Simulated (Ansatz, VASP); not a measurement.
# Ge (4H polytype (invented)): VASP beside Ansatz, part 2 of 2

Wanted: the spread between two codes on one cell, functional and k mesh. The cell is taken from a series of runs on this material, whose earlier steps may have relaxed, scaled, displaced or heated it; both programs get it as it stands.

VASP 6.6.1 and Ansatz 0.2.0.

So far: The starting structure; Ansatz: relaxation of cell and atoms, r2SCAN.

### 3. VASP: relaxation of cell and atoms, r2SCAN

Level of this step: r2SCAN; plane waves and PAW (Ge_d) (VASP).

The same cell, functional and mesh now go to VASP, with its own data sets.

Lines of VASP's logs that name or quote its potential files are left out, and so is its time.

INCAR

```
SYSTEM = Ge
PREC = Accurate
ENCUT = 550
EDIFF = 1E-07
NELM = 120
ISMEAR = 0
SIGMA = 0.01
LREAL = .FALSE.
ALGO = Normal
METAGGA = R2SCAN
LASPH = .TRUE.
NBANDS = 69
LORBIT = 11
LWAVE = .FALSE.
LCHARG = .FALSE.
ISIF = 3
IBRION = 2
NSW = 80
EDIFFG = -0.005
GGA_COMPAT = .FALSE.
NELMIN = 4
EFERMI = MIDGAP
LMIXTAU = .TRUE.
KPAR = 2
```

POSCAR

```
Ge
1.0
    4.0022860000      0.0000000000      0.0000000000
   -2.0011430000      3.4660810000      0.0000000000
    0.0000000000      0.0000000000     13.1462690000
Ge
8
Direct
    0.6666666186      0.3333332372      0.6558724761
    0.0000000000      0.0000000000      0.9068200263
    0.3333333814      0.6666667628      0.1558724380
    0.0000000000      0.0000000000      0.4068199882
    0.6666666186      0.3333332372      0.8441275620
    0.0000000000      0.0000000000      0.0931799737
    0.3333333814      0.6666667628      0.3441276000
    0.0000000000      0.0000000000      0.5931800118
```

KPOINTS

```
Automatic mesh
0
Gamma
9 9 4
0 0 0
```

PAW data sets: Ge_d (PBE family, release 64).

Run with:

```
$ mpirun -np 2 vasp_std
```

Numbers of over 12 decimals in the logs are rounded to 6 here.

The log of the run:

```text
[banner, memory and clock lines left out]
running    2 mpi-ranks, on    1 nodes
 distrk:  each k-point on    1 cores,    2 groups
 distr:  one band on    1 cores,    1 groups

 POSCAR found type information on POSCAR Ge
 POSCAR found :  1 types and       8 ions
|                                                                             |
|               ----> ADVICE to this user running VASP <----                  |
|                                                                             |
|     You enforced a specific xc type in the INCAR file but a different       |
|     [... a line on the potential file left out ...]
|     I HOPE YOU KNOW WHAT YOU ARE DOING!                                     |
|                                                                             |

 LDA part: xc-table for (None), standard interpolation
 POSCAR, INCAR and KPOINTS ok, starting setup
 FFT: planning ... GRIDC
 FFT: planning ... GRID_SOFT
 FFT: planning ... GRID
 WAVECAR not read
 entering main loop
       N       E                     dE             d eps       ncg     rms          rms(c)
DAV:   1     0.136942102241E+04    0.13694E+04   -0.52931E+04  5750   0.476E+03
DAV:   2     0.173210201858E+03   -0.11962E+04   -0.11536E+04  4968   0.115E+03
DAV:   3    -0.930606198598E+02   -0.26627E+03   -0.25378E+03  5062   0.275E+02
DAV:   4    -0.120601971771E+03   -0.27541E+02   -0.26674E+02  5766   0.936E+01
DAV:   5    -0.121660039944E+03   -0.10581E+01   -0.10489E+01  5609   0.201E+01    0.680E+00
DAV:   6    -0.117869768826E+03    0.37903E+01   -0.95308E-01  5535   0.876E+00    0.373E+00
DAV:   7    -0.108587538047E+03    0.92822E+01   -0.98540E-01  7459   0.537E+00    0.949E-01
DAV:   8    -0.110298680591E+03   -0.17111E+01   -0.10701E+00  5143   0.430E+00    0.276E-01
DAV:   9    -0.112832323924E+03   -0.25336E+01   -0.39452E-01  5620   0.254E+00    0.309E-01
DAV:  10    -0.110258033410E+03    0.25743E+01   -0.35093E-01  6816   0.279E+00    0.152E-01
DAV:  11    -0.110819424420E+03   -0.56139E+00   -0.16636E-01  6868   0.147E+00    0.126E-01
DAV:  12    -0.110901078404E+03   -0.81654E-01   -0.43678E-02  5240   0.984E-01    0.755E-02
DAV:  13    -0.110882570087E+03    0.18508E-01   -0.20032E-02  5251   0.625E-01    0.842E-02
DAV:  14    -0.110879091493E+03    0.34786E-02   -0.25489E-03  7084   0.389E-01    0.549E-02
[...]
DAV:  20    -0.110910844583E+03    0.30152E-05   -0.19549E-06  5503   0.131E-02    0.552E-03
DAV:  21    -0.110910869366E+03   -0.24783E-04   -0.72955E-06  3722   0.295E-02    0.322E-03
DAV:  22    -0.110910884814E+03   -0.15449E-04   -0.32630E-06  5475   0.122E-02    0.118E-03
DAV:  23    -0.110910886074E+03   -0.12598E-05   -0.94636E-07  3757   0.157E-02    0.105E-03
DAV:  24    -0.110910886490E+03   -0.41568E-06   -0.19230E-07  3802   0.277E-03    0.948E-04
DAV:  25    -0.110910886791E+03   -0.30089E-06   -0.40259E-07  3688   0.932E-03    0.523E-04
DAV:  26    -0.110910887589E+03   -0.79852E-06   -0.32257E-07  3648   0.362E-03    0.324E-04
DAV:  27    -0.110910887647E+03   -0.57640E-07   -0.52152E-08  2759   0.231E-03
   1 F= -.11091089E+03 E0= -.11091089E+03  d E =-.110911E+03
 curvature:   0.00 expect dE= 0.000E+00 dE for cont linesearch  0.000E+00
 trial: gam= 0.00000 g(F)=  0.626E-05 g(S)=  0.738E-03 ort = 0.000E+00 (trialstep = 0.100E+01)
 search vector abs. value=  0.744E-03
 bond charge predicted
       N       E                     dE             d eps       ncg     rms          rms(c)
DAV:   1    -0.110926679394E+03   -0.15792E-01   -0.21998E-01  6456   0.532E+00    0.739E-01
DAV:   2    -0.110913982870E+03    0.12697E-01   -0.16238E-02  6093   0.138E+00    0.381E-01
DAV:   3    -0.110910966612E+03    0.30163E-02   -0.80224E-03  6218   0.864E-01    0.821E-02
DAV:   4    -0.110910577690E+03    0.38892E-03   -0.14174E-03  5228   0.307E-01    0.429E-02
DAV:   5    -0.110910878514E+03   -0.30082E-03   -0.40023E-04  5116   0.227E-01    0.108E-02
DAV:   6    -0.110911023474E+03   -0.14496E-03   -0.96782E-05  5235   0.192E-01    0.892E-03
DAV:   7    -0.110911028768E+03   -0.52946E-05   -0.18240E-05  6935   0.373E-02    0.245E-03
DAV:   8    -0.110911043066E+03   -0.14298E-04   -0.63765E-06  6633   0.195E-02    0.893E-04
DAV:   9    -0.110911040781E+03    0.22850E-05   -0.18656E-06  5217   0.978E-03    0.584E-04
DAV:  10    -0.110911042070E+03   -0.12889E-05   -0.28921E-07  3792   0.389E-03    0.164E-04
DAV:  11    -0.110911041148E+03    0.92193E-06   -0.33300E-08  3188   0.275E-03    0.114E-04
DAV:  12    -0.110911041630E+03   -0.48181E-06   -0.14089E-08  2735   0.178E-03    0.920E-05
DAV:  13    -0.110911041441E+03    0.18899E-06   -0.26797E-09  2634   0.957E-04    0.274E-05
DAV:  14    -0.110911041484E+03   -0.42728E-07   -0.93703E-10  2634   0.666E-04
   2 F= -.11091104E+03 E0= -.11091104E+03  d E =-.153837E-03
 trial-energy change:   -0.000154  1 .order   -0.000201   -0.000744    0.000341
 step:   0.6239(harm=  0.6856)  dis= 0.00016  next Energy=  -110.911108 (dE=-0.221E-03)
 bond charge predicted
       N       E                     dE             d eps       ncg     rms          rms(c)
DAV:   1    -0.110913286960E+03   -0.22455E-02   -0.30917E-02  6456   0.198E+00    0.279E-01
DAV:   2    -0.110911520331E+03    0.17666E-02   -0.23180E-03  6088   0.523E-01    0.143E-01
DAV:   3    -0.110911150231E+03    0.37010E-03   -0.11198E-03  6203   0.323E-01    0.311E-02
DAV:   4    -0.110911064516E+03    0.85715E-04   -0.20324E-04  5185   0.113E-01    0.159E-02
DAV:   5    -0.110911104919E+03   -0.40403E-04   -0.57857E-05  5076   0.579E-02    0.407E-03
DAV:   6    -0.110911113330E+03   -0.84112E-05   -0.14405E-05  5740   0.595E-02    0.350E-03
DAV:   7    -0.110911115416E+03   -0.20859E-05   -0.22496E-06  4737   0.193E-02    0.950E-04
DAV:   8    -0.110911112932E+03    0.24840E-05   -0.85675E-07  3667   0.609E-03    0.314E-04
DAV:   9    -0.110911114167E+03   -0.12349E-05   -0.17720E-07  3791   0.372E-03    0.159E-04
DAV:  10    -0.110911113920E+03    0.24665E-06   -0.32014E-08  2742   0.127E-03    0.134E-04
DAV:  11    -0.110911114025E+03   -0.10461E-06   -0.29972E-09  2604   0.142E-03    0.900E-05
DAV:  12    -0.110911114290E+03   -0.26552E-06   -0.37770E-09  2604   0.116E-03    0.356E-05
DAV:  13    -0.110911114255E+03    0.35274E-07   -0.27347E-09  2604   0.712E-04
   3 F= -.11091111E+03 E0= -.11091111E+03  d E =-.226608E-03
 curvature:  -0.33 expect dE=-0.337E-05 dE for cont linesearch -0.291E-05
 trial: gam=-0.09525 g(F)=  0.157E-05 g(S)=  0.866E-05 ort = 0.811E-04 (trialstep = 0.925E+00)
 search vector abs. value=  0.153E-05
 reached required accuracy - stopping structural energy minimisation
```

From OUTCAR (step 3):

```text
ion  position               nearest neighbor table
   1  0.667  0.333  0.656-   8 2.45   8 2.45   8 2.45   5 2.47
   2  0.000  0.000  0.907-   6 2.45   5 2.45   5 2.45   5 2.45
   3  0.333  0.667  0.156-   6 2.45   6 2.45   6 2.45   7 2.47
   4  0.000  0.000  0.407-   8 2.45   7 2.45   7 2.45   7 2.45
   5  0.667  0.333  0.844-   2 2.45   2 2.45   2 2.45   1 2.47
   6  0.000  0.000  0.093-   2 2.45   3 2.45   3 2.45   3 2.45
   7  0.333  0.667  0.344-   4 2.45   4 2.45   4 2.45   3 2.47
   8  0.000  0.000  0.593-   4 2.45   1 2.45   1 2.45   1 2.45

  LATTYP: Found a hexagonal cell.
 ALAT       =     4.0022860000
 C/A-ratio  =     3.2846900496

 Subroutine GETGRP returns: Found 24 space group operations
 (whereof 12 operations were pure point group operations)

The static configuration has the point symmetry D_3d.
 The point group associated with its full space group is D_6h.

 Found     36 irreducible k-points:

   k-points           NKPTS =     36   k-points in BZ     NKDIM =     36   number of bands    NBANDS=     69

   dimension x,y,z NGX =    32 NGY =   32 NGZ =  108
   dimension x,y,z NGXF=    64 NGYF=   64 NGZF=  216

   ENCUT  =  550.0 eV  40.42 Ry    6.36 a.u.   7.65  7.65 25.14*2*pi/ulx,y,z

   NELECT =     112.0000    total number of electrons

 k-points in reciprocal lattice and weights: Automatic mesh
   0.00000000  0.00000000  0.00000000       0.003
   0.11111111 -0.00000000  0.00000000       0.019
   0.22222222 -0.00000000  0.00000000       0.019
   0.33333333 -0.00000000  0.00000000       0.019
   0.44444444 -0.00000000  0.00000000       0.019
   0.11111111  0.11111111  0.00000000       0.019
   0.22222222  0.11111111  0.00000000       0.037
   0.33333333  0.11111111  0.00000000       0.037
   0.44444444  0.11111111  0.00000000       0.019
[...]
0.33333333  0.22222222  0.50000000       0.037
   0.33333333  0.33333333  0.50000000       0.006

 average (electrostatic) potential at core
       1 -79.5295       2 -79.5345       3 -79.5295       4 -79.5344       5 -79.5295
       6 -79.5344       7 -79.5295       8 -79.5344

 E-fermi :   4.9178

 k-point     1 :       0.0000    0.0000    0.0000
  band No.  band energies     occupation
    ...
     52       3.8686      2.00000
     53       3.8686      2.00000
     54       4.6454      2.00000
     55       4.7945      2.00000
     56       4.7945      2.00000
     57       5.0412      0.00000
     58       5.0830      0.00000
     59       5.5180      0.00000
     60       5.8439      0.00000
     61       7.3065      0.00000
    ...

 k-point     2 :       0.1111   -0.0000    0.0000
  band No.  band energies     occupation
    ...
     52       3.0869      2.00000
     53       3.5358      2.00000
     54       3.5722      2.00000
     55       4.3860      2.00000
     56       4.5447      2.00000
     57       6.0619      0.00000
     58       6.2405      0.00000
     59       6.3893      0.00000
     60       6.8535      0.00000
     61       7.5003      0.00000
    ...

 k-point     3 :       0.2222   -0.0000    0.0000
  band No.  band energies     occupation
    ...
     52       2.3314      2.00000
     53       3.0030      2.00000
     54       3.0067      2.00000
     55       3.7131      2.00000
     56       4.0155      2.00000
     57       6.1053      0.00000
     58       6.3438      0.00000
     59       6.4939      0.00000
     60       7.0954      0.00000
     61       7.7432      0.00000
    ...

  Total        0.0236853      0.0236853      0.0177204      0.0000000      0.0000000     -0.0000000
  in kB        0.2076137      0.2076136      0.1553284      0.0000000      0.0000000     -0.0000000
  external PRESSURE =       0.1901852 kB  Pullay stress =       0.0000000 kB

  energy-cutoff  :      550.00
  volume of cell :      182.78
      direct lattice vectors                 reciprocal lattice vectors
     4.005520480 -0.000000000  0.000000000     0.249655446  0.144138653  0.000000000
    -2.002760240  3.468882141 -0.000000000     0.000000000  0.288277306  0.000000000
     0.000000000  0.000000000 13.154842892    -0.000000000  0.000000000  0.076017632

 POSITION                                       TOTAL-FORCE (eV/Angst)
 -----------------------------------------------------------------------------------
      2.00276      1.15629      8.62806         0.000000      0.000000      0.000115
      0.00000     -0.00000     11.92902        -0.000000      0.000000     -0.002851
      0.00000      2.31259      2.05064         0.000000      0.000000      0.000115
      0.00000      0.00000      5.35159         0.000000      0.000000     -0.002851
      2.00276      1.15629     11.10420        -0.000000     -0.000000     -0.000115
     -0.00000      0.00000      1.22583         0.000000     -0.000000      0.002851
      0.00000      2.31259      4.52678         0.000000     -0.000000     -0.000115
      0.00000      0.00000      7.80325         0.000000     -0.000000      0.002851
 -----------------------------------------------------------------------------------
    total drift:                                0.000000      0.000000      0.000502

  FREE ENERGIE OF THE ION-ELECTRON SYSTEM (eV)
  ---------------------------------------------------
  free  energy   TOTEN  =      -110.9111142550 eV

  energy  without entropy=     -110.9111142550  energy(sigma->0) =     -110.91111425

 reached required accuracy - stopping structural energy minimisation

 total charge
# of ion       s       p       d       tot
------------------------------------------
    1        1.103   1.281  10.020  12.405
    2        1.101   1.286  10.022  12.410
    3        1.103   1.281  10.020  12.405
    4        1.101   1.286  10.022  12.410
    5        1.103   1.281  10.020  12.405
    6        1.101   1.286  10.022  12.410
    7        1.103   1.281  10.020  12.405
    8        1.101   1.286  10.022  12.410
--------------------------------------------------
tot          8.819  10.269  80.172  99.259

[... 3 further parts left out ...]
```

### 4. Side by side

Known differences besides the potentials themselves: VASP keeps PBE cores, Ansatz makes them for the functional; fixed occupations in Ansatz, narrow Gaussian smearing in VASP; the cutoff is 500 eV in Ansatz and 550 eV in VASP; Ansatz adds a Pulay correction to the stress that steers its cell, VASP none. Total energies have different zeros and are not compared.

Compared:

```
                                         quantity  Ansatz    VASP  difference
                                      volume (Å³)  182.36  182.78     -0.23 %
edge a after relaxation, in the typed setting (Å)   4.002   4.005     -0.08 %
edge c after relaxation, in the typed setting (Å)  13.146  13.155     -0.06 %
```

### 5. Results

```json
{"difference in volume (relaxation of cell and atoms, r2SCAN)": "-0.23 %"}
```

**Reading.** The difference in volume is -0.23 % (relaxation of cell and atoms, r2SCAN), within the 1.2 % picked in this series as the mark of a large difference, as far as the stopping tolerances let one tell. Such differences can come from data sets, numerical settings and the points named under the comparisons, not from the functional's error against experiment.

[Lines on the potential files, build, host, timing and source positions are cut from VASP's logs without a mark.]

[Logs are printed without paths, hosts, clocks, repeated set-up lines and the standing remarks that a program may print on its own settings, such as how far it seeks lower states.]

[Hosts, paths, dates, database ids (printed as entryN), source tags and the programs' standing remarks are cut or masked in the printed files.]
